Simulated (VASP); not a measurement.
# Cu (Fm-3m) in VASP: notebook, part 2 of 2

VASP 6.6.1. Earlier steps stand in the parts before.

### 3 Optical spectrum, PBE

INCAR

```
PREC = Accurate ; ENCUT = 520
EDIFF = 1E-7 ; ISMEAR = 0
SIGMA = 0.1 ; LREAL = False
LASPH = True ; NELM = 100
ALGO = Normal ; ISIF = 2
LWAVE = False ; LCHARG = False
GGA = PE ; LOPTICS = True
NBANDS = 30 ; NEDOS = 2000
CSHIFT = 0.1
```

KPOINTS

```
Automatic mesh
0
Gamma
  30 30 30
```

POSCAR

```
Cu                                      
1.0
    0.0000000000      1.8173201834      1.8173201834
    1.8173201834      0.0000000000      1.8173201834
    1.8173201834      1.8173201834     -0.0000000000
  Cu            
     1
Direct
     1.0000000000000000    1.0000000000000000    0.0000000000000000
```

Potentials or basis: VASP PAW PBE potentials, release 64 (Cu).

Run with:

```bash
$ cat potpaw_PBE.64/Cu/POTCAR > POTCAR
$ mpirun -np 1 vasp_std > vasp.out
```

OUTCAR:

```text
PREC = Accurate
   ENCUT = 520
   EDIFF = 1E-7
   ISMEAR = 0
   LREAL = False
   LASPH = True
   NELM = 100
   ISIF = 2
   GGA = PE

 ion  position               nearest neighbor table
   1  0.000  0.000  0.000-

  LATTYP: Found a face centered cubic cell.
 ALAT       =     3.6346403668

  Lattice vectors:

 A1 = (   0.0000000000,   1.8173201834,   1.8173201834)
[... 707 lines left out ...]
     0.00000     0.00000     0.00000     0.00000     0.00000     0.00000     0.00000
     1.16054     0.40540     0.40540     0.40540     0.00000     0.00000    -0.00000
     2.32108     7.08468     7.08468     7.08468     0.00000     0.00000     0.00000
     3.48162     5.85432     5.85432     5.85432     0.00000    -0.00000    -0.00000
     4.64217     7.57819     7.57819     7.57819    -0.00000     0.00000     0.00000
     5.80271     4.00071     4.00071     4.00071    -0.00000    -0.00000    -0.00000
[... 92 lines left out ...]
   113.73305     0.00018     0.00018     0.00018    -0.00000    -0.00000     0.00000
   114.89359     0.00017     0.00017     0.00017    -0.00000    -0.00000     0.00000

  frequency dependent      REAL DIELECTRIC FUNCTION (independent particle, no local field effects) density-density
     E(ev)        X           Y           Z          XY          YZ          ZX
  --------------------------------------------------------------------------------------------------------------
     0.00000     8.36672     8.36672     8.36672     0.00000     0.00000    -0.00000
     1.16054     9.90895     9.90895     9.90895     0.00000     0.00000    -0.00000
     2.32108     7.19637     7.19637     7.19637    -0.00000    -0.00000     0.00000
     3.48162     4.26340     4.26340     4.26340    -0.00000     0.00000    -0.00000
     4.64217     2.82902     2.82902     2.82902    -0.00000     0.00000     0.00000
     5.80271     0.16201     0.16201     0.16201    -0.00000    -0.00000     0.00000
[... 92 lines left out ...]
   113.73305     0.92679     0.92679     0.92679     0.00000     0.00000     0.00000
   114.89359     0.92878     0.92878     0.92878     0.00000     0.00000     0.00000

  frequency dependent IMAGINARY DIELECTRIC FUNCTION (independent particle, no local field effects) current-current
     E(ev)      X         Y         Z        XY        YZ        ZX
  --------------------------------------------------------------------------------------------------------------
     0.00000    25.45575    25.45575    25.45575     0.00000    -0.00000    -0.00000
     1.16054     1.95271     1.95271     1.95271     0.00000    -0.00000    -0.00000
     2.32108     7.60246     7.60246     7.60246    -0.00000    -0.00000    -0.00000
     3.48162     6.03544     6.03544     6.03544    -0.00000    -0.00000     0.00000
     4.64217     7.66298     7.66298     7.66298     0.00000     0.00000    -0.00000
     5.80271     3.96513     3.96513     3.96513     0.00000    -0.00000     0.00000
[... 92 lines left out ...]
   113.73305     0.00005     0.00005     0.00005     0.00000    -0.00000     0.00000
   114.89359     0.00004     0.00004     0.00004     0.00000    -0.00000     0.00000

  frequency dependent      REAL DIELECTRIC FUNCTION (independent particle, no local field effects) current-current
     E(ev)        X           Y           Z          XY          YZ          ZX
  --------------------------------------------------------------------------------------------------------------
     0.00000     8.34989     8.34989     8.34989     0.00000    -0.00000    -0.00000
     1.16054     9.86836     9.86836     9.86836     0.00000    -0.00000    -0.00000
     2.32108     6.56424     6.56424     6.56424     0.00000    -0.00000    -0.00000
     3.48162     3.93064     3.93064     3.93064     0.00000     0.00000    -0.00000
     4.64217     2.47595     2.47595     2.47595    -0.00000    -0.00000     0.00000
     5.80271     0.02390     0.02390     0.02390     0.00000     0.00000    -0.00000
[... 92 lines left out ...]
   113.73305     0.92680     0.92680     0.92680     0.00000    -0.00000    -0.00000
   114.89359     0.92879     0.92879     0.92879     0.00000    -0.00000    -0.00000
```

Run time: 2.7 min. Hardware: 1 thread of Intel Xeon Platinum 8488C (Sapphire Rapids), shared host; peak memory 0.42 GiB.

What came out:

| Property | Result |
| --- | --- |
| Free energy | -3.7289 eV |
| Pressure | -0.1 GPa |
| Band gap on the k mesh | none (metal or under the smearing width) |

Levels at points of the mesh, in eV from the Fermi level:
```tsv
k point	band 4	band 5	band 6	band 7	band 8	band 9
(0.00, 0.00, 0.00)	-3.00	-2.20	-2.20	22.44	24.96	24.96
(0.50, 0.00, 0.00)	-1.65	-1.65	-0.98	3.65	20.94	21.79
(0.50, 0.50, 0.00)	-1.51	-1.51	1.49	6.97	12.93	12.93
```

Dielectric function (mean over the directions given):
```csv
energy (eV),real part,imaginary part
0.29,8.44,0.05
0.75,8.89,0.16
1.28,10.44,0.58
1.80,11.94,5.83
2.26,7.52,7.19
2.79,6.01,6.67
3.31,4.40,6.25
3.77,4.39,6.08
4.29,3.01,5.83
4.82,1.11,6.97
5.28,0.17,5.02
5.80,0.16,4.00
6.32,0.80,3.44
6.79,0.67,2.99
7.31,0.63,3.01
7.83,0.59,2.40
8.36,0.64,2.34
8.82,0.48,2.14
9.34,0.61,2.04
9.86,0.68,1.69
10.33,0.88,1.79
10.85,0.88,1.70
11.37,1.01,1.65
11.84,0.96,1.69
12.36,0.95,1.73
12.88,0.82,1.70
13.35,0.83,1.58
13.87,0.74,1.63
14.39,0.72,1.62
14.91,0.53,1.58
15.38,0.51,1.44
15.90,0.55,1.36
16.42,0.42,1.18
16.89,0.45,1.15
17.41,0.47,1.07
17.93,0.44,0.92
18.39,0.45,0.95
18.92,0.51,0.76
19.44,0.53,0.73
19.96,0.63,0.71
```

Caveat: independent-particle spectra lack excitons; the intraband (Drude) part of a metal's response may be missing.
